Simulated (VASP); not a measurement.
VASP runs on Tl (space group Im-3m) share one base input (LDA (Ceperley-Alder, Perdew-Zunger), plane waves, VASP's LDA PAW potentials (set 64)) and change the settings named in each case.

INCAR:
```
ALGO  =  Normal
EDIFF  =  1E-6
ENCUT  =  300
ISIF  =  2
ISMEAR  =  -1
LASPH  =  .TRUE.
LCHARG  =  .FALSE.
LMAXMIX  =  4
LREAL  =  .FALSE.
LWAVE  =  .FALSE.
NELM  =  100
PREC  =  Accurate
SIGMA  =  0.1
SYSTEM  =  Tl
```

**KPOINTS**
```
Automatic
0
Gamma
  10 10 10
```

**POSCAR**
```
Tl
1
   -1.9282910000     1.9282910000     1.9282910000
    1.9282910000    -1.9282910000     1.9282910000
    1.9282910000     1.9282910000    -1.9282910000
Tl
1
Direct
  0.0000000000   0.0000000000   0.0000000000
```

POTCAR, in this order: Tl_d (LDA.64 set). Program: vasp_std.

```json
[
 {"change": "base run", "E(σ→0) (eV/atom)": "-2.9353", "pressure (GPa)": "-2.40", "−TS (eV)": "-0.0110"},
 {"change": "GGA = PS, POTCAR Tl_d (PBE.64 set)", "E(σ→0) (eV/atom)": "-2.6408", "pressure (GPa)": "-0.74", "−TS (eV)": "-0.0109"},
 {"change": "GGA_COMPAT = .FALSE., LNONCOLLINEAR = .TRUE., LSORBIT = .TRUE., MAGMOM = 0.0 0.0 0.0, program vasp_ncl", "E(σ→0) (eV/atom)": "-3.2447", "pressure (GPa)": "-2.83", "−TS (eV)": "-0.0092"},
 {"change": "KPOINTS 2×2×2 Γ-centred mesh", "E(σ→0) (eV/atom)": "-3.3355", "pressure (GPa)": "-5.88", "−TS (eV)": "-0.0676"}
]
```
 Energies of different potentials or functionals have different zeros.  Unless said otherwise, spin-orbit coupling is left out, though it shifts the bands of the heavy elements here. At 300 eV the pressure can carry a Pulay error.

Left out are runs that ran out of time, are held back, or changed the cell or the kind of run, fixed moments of cells without a moment, rows past the twelfth, gaps on odd meshes, pressures of charged cells and columns that move by less than the noise.

The structure was generated: Tl was put into an ordered model structure, which need not be its known phase. The cell was not relaxed at this level.
